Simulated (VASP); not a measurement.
These are PBEsol GGA, VASP's PBE PAW potentials (set 64) (plane waves; VASP 6.6.1) values and carry that method's errors.

A VASP calculation is set up with these files.

KPOINTS:
```
Automatic mesh
0
Gamma
6 6 4
0 0 0
```

INCAR:
```
SYSTEM = CdS
PREC = Accurate; ENCUT = 500; LREAL = F
LASPH = T
EDIFF = 1E-6; NELM = 100; ALGO = Normal
LMAXMIX = 4
ISMEAR = 0; SIGMA = 0.05
GGA = PS
IBRION = 2; NSW = 40; ISIF = 3
EDIFFG = -0.02
LWAVE = F; LCHARG = F
```

### POSCAR
```
CdS
1
    4.1184528993     0.0000000000     0.0000000000
   -2.0592264497     3.5666853376     0.0000000000
    0.0000000000     0.0000000000     6.7250636133
Cd S
2 2
Direct
  0.3333330000   0.6666670000   0.9999278210
  0.6666670000   0.3333330000   0.4999278210
  0.3333330000   0.6666670000   0.3750721790
  0.6666670000   0.3333330000   0.8750721790
```

POTCAR, in this order: Cd S (PBE.64 set). Program: vasp_std.

Q: What does the run give for the energy per atom (σ→0), volume per atom, band gap (on the k-mesh)?

A: 
```json
{
  "energy per atom (σ→0)": "-3.408 eV/atom",
  "band gap (on the k-mesh)": "1.07 eV",
  "volume_per_atom": "24.87 Å³/atom"
}
```

**OSZICAR**
```
...
       N       E                     dE             d eps       ncg     rms          rms(c)
DAV:   1    -0.136331886972E+02   -0.27505E-02   -0.58387E-02   978   0.270E+00    0.384E-01
DAV:   2    -0.136308318820E+02    0.23568E-02   -0.65887E-03   984   0.108E+00    0.135E-01
DAV:   3    -0.136306023077E+02    0.22957E-03   -0.75248E-04  1020   0.250E-01    0.116E-01
DAV:   4    -0.136305821760E+02    0.20132E-04   -0.42216E-05   954   0.598E-02    0.250E-02
DAV:   5    -0.136305777320E+02    0.44440E-05   -0.27255E-05  1068   0.634E-02    0.847E-03
DAV:   6    -0.136305786103E+02   -0.87832E-06   -0.24802E-06   572   0.157E-02
   3 F= -.13630579E+02 E0= -.13630579E+02  d E =-.916415E-03
```

The structure was generated: CdS was put into the wurtzite type (P6_3mc), which need not be its known phase. This run relaxes it. Symmetry was kept, so distortions that lower it aren't found.
